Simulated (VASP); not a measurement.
**As (relaxed from the beta-Sn structure, space group I4_1/amd): computed properties**

These are PBEsol GGA, VASP's PBE PAW potentials (set 64) (plane waves; VASP) values and carry that method's errors.

```json
{
  "space_group": "I4_1/amd (141)",
  "cell": "a = b = 5.294 Å, c = 2.774 Å, α = β = γ = 90.00°",
  "volume_per_atom": "19.44 Å³/atom",
  "band gap (over mesh and band path)": "none (metal, semimetal or under 0.01 eV)",
  "density": "6.40 g/cm³"
}
```

```
CELL_PARAMETERS angstrom
     -2.64712     2.64712     1.38705
      2.64712    -2.64712     1.38705
      2.64712     2.64712    -1.38705
ATOMIC_POSITIONS crystal
  As 0.75000 0.25000 0.50000
  As 0.00000 0.00000 0.00000
```

The structure was generated: As was put into the beta-Sn type (I4_1/amd), which need not be its known phase. It was relaxed first. Symmetry was kept, so distortions that lower it aren't found.
